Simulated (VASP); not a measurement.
Energy against volume of Na$_{2}$S (antifluorite). Method: PBEsol GGA, VASP's PBE PAW potentials (set 64) (plane waves; VASP 6.6.1).

```
V (Å³/atom)  E (eV/atom)
-----------  -----------
21.640          -3.45047
22.331          -3.45661
23.022          -3.45831
23.712          -3.45623
24.403          -3.45093
```

### Question
Fit a third-order Birch-Murnaghan equation of state.

### Answer

```
Item                                             Value
---------------------------------------  -------------
volume per atom                          22.97 Å³/atom
bulk modulus                                  29.5 GPa
pressure derivative of the bulk modulus           4.37
lattice constant a                            650.8 pm
```

Measured: a 6.537 Å (computed value off by -0.4 %), as given by Some thermoelectric phenomena in copper chalcogenides replaced by lithium and sodium alkaline metals, Nanomaterials …. The calculation is for a static lattice, while the measured a holds thermal and zero-point effects, which are part of the difference.

The compound is Na2S in the antifluorite structure. It was relaxed first.
